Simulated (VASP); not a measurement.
# Sound and unsound inputs on Bi

Aim: change the input of a sound run on Bi piece by piece and see what each change does. All runs use LDA. This is not the structure that Bi takes at ambient conditions. The start is a computed cell from the Materials Project.

Main program and level: VASP 6.6.1; LDA; plane waves and PAW (Bi_d).

The starting crystal is not the ambient structure of Bi (space group No. 166); it is a model or a phase of other conditions.

## (1) The structure

Symmetry: Im-3m, No. 229, cubic system. The conventional cell has a = 3.963 Å, b = 3.963 Å, c = 3.963 Å, α = 90.00°, β = 90.00°, γ = 90.00°. Nearest to Bi lie 8 Bi at 3.43 Å.

## (2) Reference run

A single point gives energy, forces and stress at these settings. LDA, the lowest rung, knows the local density alone.

File INCAR:

```
SYSTEM = Bi
PREC = Accurate
ENCUT = 400
EDIFF = 1E-06
NELM = 100
ISMEAR = -1
SIGMA = 0.05
LREAL = .FALSE.
ALGO = Normal
GGA = CA
NBANDS = 13
LORBIT = 11
LWAVE = .FALSE.
LCHARG = .FALSE.
KPAR = 2
ISIF = 2
```

File POSCAR:

```
Bi
1.0
   -1.9814305318      1.9814305318      1.9814305318
    1.9814305318     -1.9814305318      1.9814305318
    1.9814305318      1.9814305318     -1.9814305318
Bi
1
Direct
    0.0000000000      0.0000000000      0.0000000000
```

File KPOINTS:

```
Automatic mesh
0
Gamma
7 7 7
0 0 0
```

The projector-augmented-wave data sets are Bi_d (LDA family, release 64).

Started as:

```
$ mpirun -np 2 vasp_std
```

What it wrote:

```text
[banner, memory and clock lines left out]
running    2 mpi-ranks, on    1 nodes
 distrk:  each k-point on    1 cores,    2 groups
 distr:  one band on    1 cores,    1 groups

 POSCAR found type information on POSCAR Bi
 POSCAR found :  1 types and       1 ions
 LDA part: xc-table for (Slater(with rela. corr.)+CA(PZ))
 , standard interpolation
 POSCAR, INCAR and KPOINTS ok, starting setup
 FFT: planning ... GRIDC
 FFT: planning ... GRID_SOFT
 FFT: planning ... GRID
 WAVECAR not read
 entering main loop
       N       E                     dE             d eps       ncg     rms          rms(c)
DAV:   1     0.979249459206E+02    0.97925E+02   -0.69283E+03   543   0.110E+03
DAV:   2     0.904075461915E+00   -0.97021E+02   -0.94679E+02   555   0.304E+02
DAV:   3    -0.430175719679E+01   -0.52058E+01   -0.51917E+01   643   0.757E+01
DAV:   4    -0.441597046965E+01   -0.11421E+00   -0.11419E+00   664   0.120E+01
DAV:   5    -0.442140286365E+01   -0.54324E-02   -0.54322E-02   724   0.235E+00    0.439E-01
DAV:   6    -0.441571192204E+01    0.56909E-02   -0.80634E-03   659   0.126E+00    0.253E-01
DAV:   7    -0.441396517211E+01    0.17467E-02   -0.44108E-03   675   0.935E-01    0.699E-02
DAV:   8    -0.441388985868E+01    0.75313E-04   -0.35862E-04   645   0.317E-01    0.861E-03
DAV:   9    -0.441388935573E+01    0.50294E-06   -0.92109E-06   708   0.440E-02
   1 F= -.44138894E+01 E0= -.44095679E+01  d E =-.864284E-02
```

Elapsed: 2.4 s, on 2 MPI ranks of Intel Xeon Platinum 8259CL at 2.50GHz (Skylake/Cascade Lake), shared host; peak memory 0.23 GiB.

Lines that name or quote the potential files are left out of all logs, and their timing lines are given in words.

OUTCAR, selected parts (step 2):

```text
ion  position               nearest neighbor table
   1  0.000  0.000  0.000-

  LATTYP: Found a body centered cubic cell.
 ALAT       =     3.9628610636

 Subroutine GETGRP returns: Found 48 space group operations
 (whereof 48 operations were pure point group operations)

The static configuration has the point symmetry O_h .

 Found     20 irreducible k-points:

   k-points           NKPTS =     20   k-points in BZ     NKDIM =     20   number of bands    NBANDS=     13

   dimension x,y,z NGX =    24 NGY =   24 NGZ =   24
   dimension x,y,z NGXF=    48 NGYF=   48 NGZF=   48

   ENCUT  =  400.0 eV  29.40 Ry    5.42 a.u.   5.60  5.60  5.60*2*pi/ulx,y,z

   NELECT =      15.0000    total number of electrons

 k-points in reciprocal lattice and weights: Automatic mesh
   0.00000000  0.00000000  0.00000000       0.003
   0.14285714  0.00000000  0.00000000       0.035
   0.28571429  0.00000000  0.00000000       0.035
   0.42857143  0.00000000  0.00000000       0.035
   0.14285714  0.14285714  0.00000000       0.070
   0.28571429  0.14285714 -0.00000000       0.140
   0.42857143  0.14285714 -0.00000000       0.070
   0.28571429  0.28571429  0.00000000       0.070
   0.14285714  0.14285714  0.14285714       0.023
[...]
-0.42857143 -0.42857143  0.28571429       0.023
  -0.42857143  0.42857143  0.42857143       0.017

 average (electrostatic) potential at core
       1-103.3852

 E-fermi :   7.6118

 k-point     1 :       0.0000    0.0000    0.0000
  band No.  band energies     occupation
    ...
      2     -15.2769      2.00000
      3     -15.2769      2.00000
      4     -15.1451      2.00000
      5     -15.1451      2.00000
      6      -5.8522      2.00000
      7      12.7283      0.00000
      8      12.7283      0.00000
      9      12.7283      0.00000
     10      16.9074      0.00000
     11      18.1961      0.00000
    ...

 k-point     2 :       0.1429    0.0000    0.0000
  band No.  band energies     occupation
    ...
      2     -15.2645      2.00000
      3     -15.2375      2.00000
      4     -15.1536      2.00000
      5     -15.1467      2.00000
      6      -5.4829      2.00000
      7       9.8800      0.00000
      8      11.7677      0.00000
      9      12.4089      0.00000
     10      16.0721      0.00000
     11      16.9811      0.00000
    ...

 k-point     3 :       0.2857    0.0000    0.0000
  band No.  band energies     occupation
    ...
      3     -15.1629      2.00000
      4     -15.1498      2.00000
      5     -15.1473      2.00000
      6      -4.4310      2.00000
      7       5.9749      2.00000
      8      10.2560      0.00000
      9      11.6958      0.00000
     10      14.5219      0.00000
     11      15.9047      0.00000
     12      18.4969      0.00000
    ...

  Total       -0.4373558     -0.4373558     -0.4373558      0.0000000     -0.0000000     -0.0000000
  in kB      -22.5189896    -22.5189896    -22.5189896      0.0000000     -0.0000000     -0.0000000
  external PRESSURE =     -22.5189896 kB  Pullay stress =       0.0000000 kB

  energy-cutoff  :      400.00
  volume of cell :       31.12
      direct lattice vectors                 reciprocal lattice vectors
    -1.981430532  1.981430532  1.981430532     0.000000000  0.252342937  0.252342937
     1.981430532 -1.981430532  1.981430532     0.252342937  0.000000000  0.252342937
     1.981430532  1.981430532 -1.981430532     0.252342937  0.252342937  0.000000000

 POSITION                                       TOTAL-FORCE (eV/Angst)
 -----------------------------------------------------------------------------------
      0.00000      0.00000      0.00000        -0.000000      0.000000     -0.000000
 -----------------------------------------------------------------------------------
    total drift:                                0.000000      0.000000      0.000000

  FREE ENERGIE OF THE ION-ELECTRON SYSTEM (eV)
  ---------------------------------------------------
  free  energy   TOTEN  =        -4.4138893557 eV

  energy  without entropy=       -4.4052465108  energy(sigma->0) =       -4.40956793

 total charge
# of ion       s       p       d       tot
------------------------------------------
    1        1.562   1.271   9.915  12.748

[... 3 further parts left out ...]
```

This run has no spin polarisation. Its electron count is odd, so without a moment it is a metal by construction. The k-mesh is coarse for a metal. At this level the cell is under a tension of 2.3 GPa, so at these settings it is away from equilibrium.

Numbers from this step:

```
SCF cycles                             : 9
electrons                              : 15
bands                                  : 13
irreducible k-points                   : 20
symmetry operations                    : 48
free energy (TOTEN)                    : -4.414 eV
energy at zero smearing                : -4.410 eV
Fermi energy                           : 7.612 eV
pressure                               : -2.252 GPa
metallic, judged on the points sampled : yes
```

The pressure is -2.25 GPa and the largest force 0.000 eV/Å, so the cell is not at a minimum at these settings.

## (3) Total energy, forces and stress (LDA) with a changed input

A single point gives energy, forces and stress at these settings. Some settings are moved from the usual, to see what they do.

INCAR: that of step 2 with these lines changed.

```diff
@@ -3,3 +3,3 @@
 ENCUT = 400
-EDIFF = 1E-06
+EDIFF = 1E-08
 NELM = 100
@@ -16 +16,2 @@
 ISIF = 2
+NELECT = 16
```

POSCAR is that of step 2.

File KPOINTS:

```
Automatic mesh
0
Gamma
6 6 6
0 0 0
```

Started as:

```
$ mpirun -np 2 vasp_std
```

What it wrote:

```text
[... set-up lines as in an earlier step ...]
 entering main loop
       N       E                     dE             d eps       ncg     rms          rms(c)
DAV:   1     0.119173663106E+03    0.11917E+03   -0.75814E+03   416   0.129E+03
DAV:   2     0.101033878048E+02   -0.10907E+03   -0.10635E+03   446   0.334E+02
DAV:   3     0.418420347412E+01   -0.59192E+01   -0.58943E+01   519   0.825E+01
DAV:   4     0.404377061912E+01   -0.14043E+00   -0.14038E+00   492   0.134E+01
DAV:   5     0.403712781619E+01   -0.66428E-02   -0.66423E-02   588   0.263E+00BRMIX: very serious problems
 the old and the new charge density differ
 old charge density:    15.00000 new   16.00000
BRMIX: very serious problems
 the old and the new charge density differ
 old charge density:    15.00000 new   16.00000
    0.210E+00
DAV:   6     0.382370760259E+01   -0.21342E+00   -0.11885E-01   491   0.335E+00    0.658E-01
DAV:   7     0.383836317231E+01    0.14656E-01   -0.95260E-03   659   0.150E+00    0.273E-01
DAV:   8     0.384265074818E+01    0.42876E-02   -0.20610E-03   548   0.640E-01    0.531E-02
DAV:   9     0.384285594967E+01    0.20520E-03   -0.15813E-04   501   0.207E-01    0.115E-02
DAV:  10     0.384285623578E+01    0.28611E-06   -0.29858E-06   511   0.182E-02    0.321E-03
DAV:  11     0.384285782477E+01    0.15890E-05   -0.25228E-06   511   0.248E-02    0.656E-04
DAV:  12     0.384285783040E+01    0.56298E-08   -0.85657E-08   556   0.343E-03
   1 F= 0.38428578E+01 E0= 0.38491670E+01  d E =-.126184E-01
```

It took 2.4 s on 2 MPI ranks; peak memory 0.22 GiB; 2.8 s of CPU time.

From OUTCAR (step 3):

```text
NELECT = 16

 ion  position               nearest neighbor table
   1  0.000  0.000  0.000-

The static configuration has the point symmetry O_h .

 Found     16 irreducible k-points:

   k-points           NKPTS =     16   k-points in BZ     NKDIM =     16   number of bands    NBANDS=     13

 E-fermi :   8.9220

 k-point     1 :       0.0000    0.0000    0.0000
  band No.  band energies     occupation
    ...
      2     -15.1775      2.00000
      3     -15.1775      2.00000
      4     -15.0486      2.00000
      5     -15.0486      2.00000
      6      -6.0851      2.00000
      7      12.5797      0.00000
      8      12.5797      0.00000
      9      12.5797      0.00000
     10      16.5403      0.00000
     11      17.6465      0.00000
    ...

 k-point     2 :       0.1667    0.0000    0.0000
  band No.  band energies     occupation
    ...
      3     -15.1230      2.00000
      4     -15.0598      2.00000
      5     -15.0505      2.00000
      6      -5.5749      2.00000
      7       8.9575      0.65904
      8      11.3168      0.00000
      9      12.1029      0.00000
     10      15.2394      0.00000
     11      16.2792      0.00000
     12      17.3930      0.00000
    ...

  Total       12.6179056     12.6179056     12.6179056      0.0000000     -0.0000000      0.0000000
  in kB      649.6827134    649.6827134    649.6827134      0.0000000     -0.0000000      0.0000000
  external PRESSURE =     649.6827134 kB  Pullay stress =       0.0000000 kB

 POSITION                                       TOTAL-FORCE (eV/Angst)
 -----------------------------------------------------------------------------------
      0.00000      0.00000      0.00000        -0.000000     -0.000000      0.000000
 -----------------------------------------------------------------------------------
    total drift:                               -0.000000      0.000000      0.000000

  FREE ENERGIE OF THE ION-ELECTRON SYSTEM (eV)
  ---------------------------------------------------
  free  energy   TOTEN  =         3.8428578304 eV

  energy  without entropy=        3.8554762612  energy(sigma->0) =        3.84916705

 total charge
# of ion       s       p       d       tot
------------------------------------------
    1        1.544   1.695   9.946  13.184

[... 5 parts as in an earlier step ...]

[... 6 further parts left out ...]
```

The run converged; its settings lie outside those of the reference runs, so its numbers are set aside.

Settings moved from the usual: EDIFF = 1e-08, k-mesh = 6×6×6 and NELECT = 16.0. KPOINTS differs too.

NELECT differs from the neutral count, so the cell is charged against a uniform background: another system, not a numerical setting. The mesh holds 16 irreducible points against 20.

## (4) Self-consistent run (LDA) with a changed input

This run is made with a changed input; what comes of it follows.

File INCAR:

```
SYSTEM = Bi
PREC = Accurate
ENCUT = 400
EDIFF = 1E-06
NELM = 74
ISMEAR = -1
SIGMA = 0.05
LREAL = .FALSE.
ALGO = Eigenval
GGA = CA
NBANDS = 13
LORBIT = 11
LWAVE = .FALSE.
LCHARG = .FALSE.
KPAR = 2
ISIF = 2
```

POSCAR is that of step 3.

File KPOINTS:

```
Automatic mesh
0
Gamma
7 7 7
0 0 0
```

Started as:

```
$ mpirun -np 2 vasp_std
```

What it wrote:

```text
[... set-up lines as in an earlier step ...]
 entering main loop
       N       E                     dE             d eps       ncg     rms          rms(c)
EIG:   1     0.105356420155E+04    0.10536E+04    0.00000E+00     0   0.000E+00
EIG:   2     0.105356420155E+04   -0.12733E-10    0.00000E+00     0   0.000E+00
EIG:   3     0.105356420155E+04    0.33651E-10    0.00000E+00     0   0.000E+00
EIG:   4     0.105356420155E+04   -0.11141E-10    0.00000E+00     0   0.000E+00
EIG:   5     0.105356420155E+04   -0.36380E-11    0.00000E+00     0   0.000E+00    0.508E+01
EIG:   6     0.119068556567E+04    0.13712E+03    0.00000E+00     0   0.000E+00    0.328E+01
EIG:   7     0.130335918589E+04    0.11267E+03    0.00000E+00     0   0.000E+00    0.252E+00
EIG:   8     0.130345025649E+04    0.91071E-01    0.00000E+00     0   0.000E+00    0.334E-01
EIG:   9     0.130345195262E+04    0.16961E-02    0.00000E+00     0   0.000E+00    0.690E-02
EIG:  10     0.130345185569E+04   -0.96929E-04    0.00000E+00     0   0.000E+00    0.195E-03
EIG:  11     0.130345185615E+04    0.45820E-06    0.00000E+00     0   0.000E+00
 -----------------------------------------------------------------------------
|                                                                             |
|           W    W    AA    RRRRR   N    N  II  N    N   GGGG   !!!           |
|           W    W   A  A   R    R  NN   N  II  NN   N  G    G  !!!           |
|           W    W  A    A  R    R  N N  N  II  N N  N  G       !!!           |
|           W WW W  AAAAAA  RRRRR   N  N N  II  N  N N  G  GGG   !            |
|           WW  WW  A    A  R   R   N   NN  II  N   NN  G    G                |
|           W    W  A    A  R    R  N    N  II  N    N   GGGG   !!!           |
|                                                                             |
|     Your highest band is occupied at some k-points! Unless you are          |
|     performing a calculation for an insulator or semiconductor, without     |
|     unoccupied bands, you have included TOO FEW BANDS!! Please increase     |
|     the parameter NBANDS in file INCAR to ensure that the highest band      |
|     is unoccupied at all k-points. It is always recommended to include      |
|     a few unoccupied bands to accelerate the convergence of                 |
|     molecular-dynamics runs (even for insulators or semiconductors),        |
|     since the presence of unoccupied bands improves wavefunction            |
|     prediction and helps to suppress 'band-crossings'.                      |
|                                                                             |
 -----------------------------------------------------------------------------

   1 F= 0.13034519E+04 E0= 0.13034558E+04  d E =-.783028E-02
```

The job ended after 1.8 s (2 MPI ranks; peak memory 0.21 GiB).

Parts of OUTCAR (step 4):

```text
The static configuration has the point symmetry O_h .

 Found     20 irreducible k-points:

   NELECT =      15.0000    total number of electrons

 E-fermi :  29.9523

 k-point     1 :       0.0000    0.0000    0.0000
  band No.  band energies     occupation
    ...
      9      52.9004      2.00000
     10      76.4305      2.00000
     11      85.2222      2.00000
     12      90.3972      2.00000
     13     104.2851      2.00000

 k-point     2 :       0.1429    0.0000    0.0000
  band No.  band energies     occupation
    ...
      8      56.2860      2.00000
      9      63.1847      2.00000
     10      80.1738      2.00000
     11      86.2378      2.00000
     12      89.3759      2.00000
     13     109.4264      2.00000

  Total      173.5196566    173.5196566    173.5196566      0.0000000      0.0000000      0.0000000
  in kB     8934.3449918   8934.3449918   8934.3449918      0.0000000      0.0000000      0.0000000
  external PRESSURE =    8934.3449918 kB  Pullay stress =       0.0000000 kB

 POSITION                                       TOTAL-FORCE (eV/Angst)
 -----------------------------------------------------------------------------------
      0.00000      0.00000      0.00000        -0.000000      0.000000     -0.000000
 -----------------------------------------------------------------------------------
    total drift:                                0.000000     -0.000000      0.000000

  FREE ENERGIE OF THE ION-ELECTRON SYSTEM (eV)
  ---------------------------------------------------
  free  energy   TOTEN  =      1303.4518561462 eV

  energy  without entropy=     1303.4596864244  energy(sigma->0) =     1303.45577129

 total charge
# of ion       s       p       d       tot
------------------------------------------
    1        4.139   1.856   2.220   8.215

[... 8 parts as in an earlier step ...]

[... 5 further parts left out ...]
```

The run converged, but on settings that are not sound, so its numbers are not to be trusted.

Against the sound run on this cell (reference run) the energy at zero smearing moves by +1307865.3 meV an atom and the pressure by +895.69 GPa.

With this ALGO nothing was iterated to self-consistency, so the run only appears to have converged.

The fault in the input: no self-consistency without orbitals (ALGO = "Eigenval"). This ALGO needs a converged WAVECAR; use ALGO = Normal first.

(Part 1 of 3 ends here.)

[Lines on the potential files, build, host, timing and source positions are cut from VASP's logs without a mark.]

[Logs are printed without paths, hosts, clocks, repeated set-up lines and the standing remarks that a program may print on its own settings, such as how far it seeks lower states.]

[Hosts, paths, dates, database ids (printed as entryN), source tags and the programs' standing remarks are cut or masked in the printed files.]

[A measured line is paired with the nearest computed mode of its activity, which favours agreement.]

[In band tables of VASP the shares of atoms and orbitals are scaled to a sum of 1 inside the atoms' spheres.]
